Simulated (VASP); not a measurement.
```xyz
3
Lattice="0.0000 3.8144 3.8144 3.8144 0.0000 3.8144 3.8144 3.8144 0.0000" Properties=species:S:1:pos:R:3 pbc="T T T"
K      1.9072     1.9072     1.9072
K      5.7217     5.7217     5.7217
S      0.0000     0.0000     0.0000
```

Method: RPBE GGA, VASP's PBE PAW potentials (set 64) (plane waves; VASP). Run with 520 eV cut-off, Gaussian smearing of 0.050 eV, potentials K_sv S.

### Question
Give the energies of bands 10 to 15 at the high-symmetry points, in eV from the valence-band maximum.

### Answer

| band | Γ | X | U | L | W |
|---|---|---|---|---|---|
| 10 | -0.12 | -0.63 | -0.46 | -0.53 | -0.32 |
| 11 | -0.12 | 0.00 | -0.18 | -0.03 | -0.32 |
| 12 | -0.12 | 0.00 | -0.01 | -0.03 | -0.01 |
| 13 | 2.40 | 3.69 | 3.90 | 4.75 | 3.90 |
| 14 | 5.54 | 5.26 | 5.38 | 4.81 | 5.67 |
| 15 | 5.54 | 6.30 | 6.10 | 5.80 | 5.67 |

The gap is indirect, 2.40 eV, from the valence maximum at X to the conduction minimum at Γ.

The compound is K2S in the antifluorite structure. It was relaxed first, which changed the volume by +9 %.
